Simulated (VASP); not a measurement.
Here is the system:

```yaml
crystal:
  lattice:
    - [3.96057, 2.28663, 3.25844]
    - [-3.96057, 2.28663, 3.25844]
    - [0.00000, -4.57327, 3.25844]
  atoms:
    - { symbol: Cs, position: [0.50000, 0.50000, 0.50000] }
    - { symbol: Pb, position: [0.00000, 0.00000, 0.00000] }
    - { symbol: Cl, position: [0.50000, 0.01829, 0.98171] }
    - { symbol: Cl, position: [0.98171, 0.50000, 0.01829] }
    - { symbol: Cl, position: [0.01829, 0.98171, 0.50000] }
```

Computed with PBEsol GGA, VASP's PBE PAW potentials (set 64) (plane waves; VASP). Numerical set-up: 400 eV cut-off, 5×5×5 Γ-centred mesh, tetrahedra with Blöchl corrections, potentials Cs_sv Pb_d Cl.

### Question
Predict the energy per atom (σ→0).

### Answer

```json
{
  "energy per atom (σ→0)": "-3.678 eV/atom"
}
```

The structure comes from a computed database's CsPbCl3 entry (R32); how it stands against other phases isn't given here. It was relaxed first.
